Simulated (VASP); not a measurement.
Consider the following.

```xyz
3
Lattice="1.7502 -3.0315 0.0000 1.7502 3.0315 0.0000 0.0000 0.0000 6.5308" Properties=species:S:1:pos:R:3 pbc="T T T"
Pt     0.0000     0.0000     0.0000
S      1.7502     1.0105     1.1959
S      1.7502    -1.0105     5.3348
```

These are AM05 GGA, VASP's PBE PAW potentials (set 64) (plane waves; VASP 6.6.1) values and carry that method's errors. Settings: 520 eV cut-off, 7×7×4 Γ-centred mesh, Gaussian smearing of 0.050 eV, potentials Pt S.

Without a dispersion term in the relaxation, distances and binding between the weakly bound layers, chains or molecules are unreliable, and so is what depends on them.

Task: The ions and cell shape at fixed volume are relaxed. What does this cell relax into?

Result: 
```xyz
3
Lattice="1.7664 -3.0596 0.0000 1.7664 3.0596 0.0000 0.0000 0.0000 6.4117" Properties=species:S:1:pos:R:3 pbc="T T T"
Pt     0.0000     0.0000     0.0000
S      1.7664     1.0199     1.2089
S      1.7664    -1.0199     5.2028
```
Space group P-3m1 (164), at a tolerance of 0.03 Å.

Task: How much energy does the relaxation gain?

Result: The energy (σ→0) changes by -7.1 meV/atom, in 6 ionic steps.

The compound is PtS2 in the 1T layered structure. This cell is one point of a volume scan, at 0.97 of the reference volume. Symmetry was kept, so distortions that lower it aren't found.
